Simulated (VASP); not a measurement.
Data:

```yaml
crystal:
  lattice:
    - [2.12000, -3.67195, 0.00000]
    - [2.12000, 3.67195, 0.00000]
    - [0.00000, 0.00000, 6.86000]
  atoms:
    - { symbol: Cd, position: [0.00000, 0.00000, 0.00000] }
    - { symbol: I, position: [0.33333, 0.66667, 0.24900] }
    - { symbol: I, position: [0.66667, 0.33333, 0.75100] }
```

Level of theory: PBE GGA, VASP's PBE PAW potentials (set 64) (plane waves; VASP). Run with 300 eV cut-off, 6×6×3 Γ-centred mesh, Fermi-Dirac smearing of 0.050 eV, potentials Cd I.

At this cut-off the stress carries a Pulay error, which pulls relaxed volumes low.

**Question.** Predict the energy per atom (σ→0), pressure.

**Answer.** 
```
Item                            Value
---------------------  --------------
energy per atom (σ→0)  -1.826 eV/atom
pressure                     2.07 GPa
```

The absolute energy has meaning only against runs of the same code, potentials and settings.

The structure is a typed CdI2 crystal (P-3m1). The cell was not relaxed at this level.
